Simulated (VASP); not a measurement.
These are PBE GGA, VASP's PBE PAW potentials (set 64) (plane waves; VASP) values and carry that method's errors.

The input files of a VASP run:

File POSCAR:
```
CdF2
5.4820880
  0.0000000000   0.4779441702   0.5000000000
  0.4880488967   0.0000000000   0.5000000000
  0.4880488967   0.4779441702   0.0000000000
Cd F
1 2
Cart
  0.0000000000   0.0000000000   0.0000000000
  0.2440244483   0.2389720851   0.2500000000
  0.7477406907   0.7169162553   0.7500000000
```

**KPOINTS**
```
Automatic
0
G
 7 7 7
```

INCAR:
```
! general
SYSTEM =CdF2
PREC   =Accurate
ENCUT  =520
LREAL  =.FALSE.
LASPH  =.TRUE.

! electronic loop
EDIFF  =1E-6
NELM   =100
ALGO   =Damped
LMAXMIX=4

! smearing
ISMEAR =0
SIGMA  =0.05

! functional
GGA    =PE

! ions
ISIF   =2

! output
LWAVE  =.FALSE.
LCHARG =.FALSE.
```

POTCAR, in this order: Cd F (PBE.64 set). Program: vasp_std.

Output of the run:

### OSZICAR
```
       N       E                     dE             d eps       ncg     rms           ort
DAV:   1     0.339240543311E+03    0.33924E+03   -0.14749E+04  1700   0.160E+03
DAV:   2     0.269891910372E+02   -0.31225E+03   -0.30148E+03  1700   0.506E+02
DAV:   3    -0.873526805926E+01   -0.35724E+02   -0.34983E+02  1700   0.172E+02
DAV:   4    -0.122279407114E+02   -0.34927E+01   -0.34673E+01  1700   0.578E+01
DAV:   5    -0.124624417179E+02   -0.23450E+00   -0.23330E+00  1700   0.156E+01
SDA:   6    -0.791478097203E+01    0.45477E+01   -0.59510E+01  1700   0.149E+02   0.000E+00
DMP:   7    -0.103658507542E+02   -0.24511E+01   -0.17488E+00  1700   0.157E+01  -0.296E+01
DMP:   8    -0.103246148377E+02    0.41236E-01   -0.84968E+00  1700   0.238E+01  -0.661E+00
DMP:   9    -0.107332388610E+02   -0.40862E+00   -0.69768E-01  1700   0.200E+00  -0.658E-01
DMP:  10    -0.107328083550E+02    0.43051E-03   -0.10097E+00  1700   0.319E+00  -0.173E+00
DMP:  11    -0.107866169926E+02   -0.53809E-01   -0.13893E-01  1700   0.284E-01   0.166E-01
DMP:  12    -0.107859708544E+02    0.64614E-03   -0.99034E-02  1700   0.394E-01  -0.382E-01
DMP:  13    -0.107921732899E+02   -0.62024E-02   -0.42048E-02  1700   0.813E-02   0.624E-02
DMP:  14    -0.107932889054E+02   -0.11156E-02   -0.43349E-03  1700   0.296E-02  -0.492E-02
DMP:  15    -0.107935288357E+02   -0.23993E-03   -0.94395E-03  1700   0.232E-02   0.114E-03
DMP:  16    -0.107940332865E+02   -0.50445E-03   -0.91498E-04  1700   0.171E-03   0.152E-03
DMP:  17    -0.107940329895E+02    0.29694E-06   -0.86993E-04  1700   0.306E-03  -0.231E-03
DMP:  18    -0.107940893462E+02   -0.56357E-04   -0.37507E-04  1700   0.670E-04   0.702E-04
DMP:  19    -0.107941024441E+02   -0.13098E-04   -0.35377E-05  1700   0.184E-04  -0.251E-04
DMP:  20    -0.107941039377E+02   -0.14936E-05   -0.61174E-05  1700   0.162E-04  -0.242E-05
DMP:  21    -0.107941077225E+02   -0.37848E-05   -0.10537E-05  1700   0.197E-05   0.173E-05
DMP:  22    -0.107941080501E+02   -0.32765E-06   -0.52177E-06  1700   0.189E-05  -0.153E-05
   1 F= -.10794108E+02 E0= -.10794108E+02  d E =-.272556E-14
```

OUTCAR:
```
------------------------ aborting loop because EDIFF is reached ----------------------------------------
  FORCE on cell =-STRESS in cart. coord.  units (eV):
  Direction    XX          YY          ZZ          XY          YZ          ZX
  --------------------------------------------------------------------------------------
  Total        2.1269904      2.6368254      1.4674202      0.0000000      0.2840001      0.0000000
  in kB       88.6742644    109.9292946     61.1767723      0.0000000     11.8399678      0.0000000
  external PRESSURE =      86.5934438 kB  Pullay stress =       0.0000000 kB
  volume of cell :       38.43
      direct lattice vectors                 reciprocal lattice vectors
     0.000000000  2.620132000  2.741044000    -0.186879071  0.190830080  0.182412249
     2.675527000  0.000000000  2.741044000     0.186879071 -0.190830080  0.182412249
     2.675527000  2.620132000  0.000000000     0.186879071  0.190830080 -0.182412249
 POSITION                                       TOTAL-FORCE (eV/Angst)
 -----------------------------------------------------------------------------------
      0.00000      0.00000      0.00000         0.275149      0.000000     -0.000000
      1.33776      1.31007      1.37052         0.188792      0.000000      0.000000
      4.09918      3.93020      4.11157        -0.463941     -0.000000     -0.000000
 -----------------------------------------------------------------------------------
    total drift:                               -0.000101      0.000002      0.000002
  FREE ENERGIE OF THE ION-ELECTRON SYSTEM (eV)
  ---------------------------------------------------
  free  energy   TOTEN  =       -10.7941080501 eV

  energy  without entropy=      -10.7941080501  energy(sigma->0) =      -10.79410805
```
(Selected blocks of OUTCAR.)

The compound is CdF2 in the fluorite structure. The cell was not relaxed at this level, atoms are displaced from their ideal sites. The run is one of a series of settings (ALGO = Damped against the base run), some of them coarse on purpose.
